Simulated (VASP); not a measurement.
An input for Quantum ESPRESSO's pw.x (written as the equivalent of a VASP run, and not itself run):

```
&CONTROL
  calculation = 'scf'
  pseudo_dir = './pseudo'
  outdir = './out'
  tprnfor = .true.
  tstress = .true.
/
&SYSTEM
  ibrav = 0
  nat = 2
  ntyp = 2
  ecutwfc = 92
  occupations = 'smearing'
  smearing = 'methfessel-paxton'
  degauss = 0.00735
  input_dft = 'pbe'
  noncolin = .true.
  lspinorb = .true.
/
&ELECTRONS
  conv_thr = 7.3e-08
  electron_maxstep = 100
/
ATOMIC_SPECIES
  Cu 63.546 Cu.upf
  Au 196.967 Au.upf
CELL_PARAMETERS angstrom
     2.8216350    0.0000000    0.0000000
     0.0000000    2.8129030    0.0000000
     0.0000000    0.0000000    3.6728890
ATOMIC_POSITIONS crystal
  Cu   0.0000000  0.0000000  0.0000000
  Au   0.5176750  0.5000000  0.5000000
K_POINTS automatic
  12 12 9 0 0 0
```

Q: Translate this input to VASP (INCAR, KPOINTS, POSCAR, choice of POTCAR).

A: Several could match; the one computed here: 
**INCAR**
```
PREC = Accurate
LSORBIT = .TRUE.
LWAVE = .FALSE.
SYSTEM = CuAu
NELM = 100   ! most electronic steps
ALGO = Normal
LMAXMIX = 6
ISIF = 2   ! forces and stress, cell fixed
GGA_COMPAT = .FALSE.
GGA = PE   ! PBE
MAGMOM = 6*0
LREAL = .FALSE.
LCHARG = .FALSE.
EDIFF = 1E-6   ! SCF stop (eV)
ENCUT = 400   ! plane-wave cut-off (eV)
SIGMA = 0.1
ISMEAR = 1
LASPH = .TRUE.   ! aspherical one-centre terms
```

KPOINTS:
```
Automatic mesh
0
Gamma
12 12 9
0 0 0
```

**POSCAR**
```
CuAu
7.3457780
  0.3841165633   0.0000000000   0.0000000000
  0.0000000000   0.3829278533   0.0000000000
  0.0000000000   0.0000000000   0.5000000000
Cu Au
1 1
Cartesian
  0.0000000000   0.0000000000   0.0000000000
  0.1988475419   0.1914639266   0.2500000000
```

POTCAR, in this order: Cu Au (PBE.64 set). Program: vasp_ncl.

What does not carry over: the potentials are each code's own (VASP's PAW set, PseudoDojo norm-conserving files, fully relativistic, in pw.x), so ENCUT and ecutwfc are chosen apart and not converted; conv_thr bounds pw.x's estimated SCF error, while EDIFF bounds the energy change between steps.

The compound is CuAu in the L1_0 structure. The cell was not relaxed at this level, atoms are displaced from their ideal sites. The run is one of a series of settings (GGA_COMPAT = .FALSE., LSORBIT = .TRUE., MAGMOM = 0 0 0 0 0 0, program vasp_ncl against the base run), some of them coarse on purpose.
